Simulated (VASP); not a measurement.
Output of a VASP run:

### OSZICAR
```
       N       E                     dE             d eps       ncg     rms          rms(c)
DAV:   1     0.161610211021E+03    0.16161E+03   -0.11799E+04   320   0.136E+03
DAV:   2     0.181366819238E+01   -0.15980E+03   -0.15387E+03   424   0.251E+02
DAV:   3    -0.743192441911E+01   -0.92456E+01   -0.92375E+01   440   0.649E+01
DAV:   4    -0.772721267063E+01   -0.29529E+00   -0.29520E+00   576   0.901E+00
DAV:   5    -0.773105041463E+01   -0.38377E-02   -0.38377E-02   448   0.800E-01    0.143E+01
DAV:   6    -0.744930990658E+01    0.28174E+00   -0.73480E-01   400   0.490E+00    0.917E+00
DAV:   7    -0.745180922444E+01   -0.24993E-02   -0.43861E-01   472   0.412E+00    0.185E+00
DAV:   8    -0.745076336738E+01    0.10459E-02   -0.64656E-02   384   0.150E+00    0.330E-01
DAV:   9    -0.745155684596E+01   -0.79348E-03   -0.21557E-03   480   0.300E-01    0.123E-01
DAV:  10    -0.745217310301E+01   -0.61626E-03   -0.54699E-04   360   0.183E-01    0.272E-02
DAV:  11    -0.745220413286E+01   -0.31030E-04   -0.54191E-05   504   0.452E-02    0.309E-02
DAV:  12    -0.745220628632E+01   -0.21535E-05   -0.49977E-06   376   0.136E-02    0.140E-02
DAV:  13    -0.745220734311E+01   -0.10568E-05   -0.45746E-06   408   0.125E-02    0.251E-03
DAV:  14    -0.745220733592E+01    0.71907E-08   -0.12536E-07   312   0.272E-03
   1 F= -.74522073E+01 E0= -.74522073E+01  d E =-.745221E+01
       N       E                     dE             d eps       ncg     rms          rms(c)
DAV:   1    -0.748074181707E+01   -0.28534E-01   -0.61568E-01   432   0.561E+00    0.117E+00
DAV:   2    -0.745864245227E+01    0.22099E-01   -0.54856E-02   392   0.153E+00    0.405E-01
DAV:   3    -0.745406733096E+01    0.45751E-02   -0.13351E-02   560   0.714E-01    0.334E-01
DAV:   4    -0.745406584465E+01    0.14863E-05   -0.11579E-03   584   0.192E-01    0.214E-01
DAV:   5    -0.745417122889E+01   -0.10538E-03   -0.55079E-04   528   0.121E-01    0.263E-02
DAV:   6    -0.745416544891E+01    0.57800E-05   -0.23704E-05   496   0.363E-02    0.107E-02
DAV:   7    -0.745416472269E+01    0.72622E-06   -0.25214E-06   416   0.135E-02
   2 F= -.74541647E+01 E0= -.74541647E+01  d E =-.195739E-02
```

### OUTCAR
```
------------------------ aborting loop because EDIFF is reached ----------------------------------------
  FORCE on cell =-STRESS in cart. coord.  units (eV):
  Direction    XX          YY          ZZ          XY          YZ          ZX
  --------------------------------------------------------------------------------------
  Total        0.0016747      0.0016747      0.0016747      0.0000000      0.0000000      0.0000000
  in kB        0.0319376      0.0319376      0.0319376      0.0000000      0.0000000      0.0000000
  external PRESSURE =       0.0319376 kB  Pullay stress =       0.0000000 kB
  volume of cell :       84.01
      direct lattice vectors                 reciprocal lattice vectors
    -0.000000000  3.476188614  3.476188614    -0.143835693  0.143835693  0.143835693
     3.476188614 -0.000000000  3.476188614     0.143835693 -0.143835693  0.143835693
     3.476188614  3.476188614  0.000000000     0.143835693  0.143835693 -0.143835693
 POSITION                                       TOTAL-FORCE (eV/Angst)
 -----------------------------------------------------------------------------------
      3.47619      3.47619      6.95238         0.000000      0.000000      0.000000
      1.73809      1.73809      1.73809        -0.000000     -0.000000     -0.000000
      5.21428      5.21428      5.21428         0.000000      0.000000      0.000000
 -----------------------------------------------------------------------------------
    total drift:                                0.000000      0.000000      0.000000
  FREE ENERGIE OF THE ION-ELECTRON SYSTEM (eV)
  ---------------------------------------------------
  free  energy   TOTEN  =        -7.4541647227 eV

  energy  without entropy=       -7.4541647227  energy(sigma->0) =       -7.45416472

 reached required accuracy - stopping structural energy minimisation
```
(Selected blocks of OUTCAR.)

POSCAR:
```
SrCl2
1
    0.0000000000     3.4604136047     3.4604136047
    3.4604136047     0.0000000000     3.4604136047
    3.4604136047     3.4604136047    -0.0000000000
Sr Cl
1 2
Direct
  1.0000000000   0.0000000000   1.0000000000
  0.2500000000   0.2500000000   0.2500000000
  0.7500000000   0.7500000000   0.7500000000
```

### Question
Write an INCAR and KPOINTS that could have produced this output.

### Answer
One answer among several that fit: the input of the run itself, optB86b-vdW, plane waves, VASP's PBE PAW potentials (set 64).

### INCAR
```
SYSTEM = SrCl2
PREC = Accurate
ENCUT = 520
EDIFF = 1E-6
NELM = 100
ALGO = Normal
LREAL = .FALSE.
LASPH = .TRUE.
ISMEAR = 0
SIGMA = 0.05
GGA = MK
PARAM1 = 0.1234
PARAM2 = 1.0
LUSE_VDW = .TRUE.
AGGAC = 0.0
LMAXMIX = 4
LWAVE = .FALSE.
LCHARG = .FALSE.
IBRION = 2
ISIF = 3
NSW = 60
EDIFFG = -0.02
```

### KPOINTS
```
Automatic mesh
0
Gamma
5 5 5
0 0 0
```

POTCAR, in this order: Sr_sv Cl (PBE.64 set). Program: vasp_std.

The compound is SrCl2 in the fluorite structure. This run relaxes it. Symmetry was kept, so distortions that lower it aren't found. The start is the result of an earlier pass.
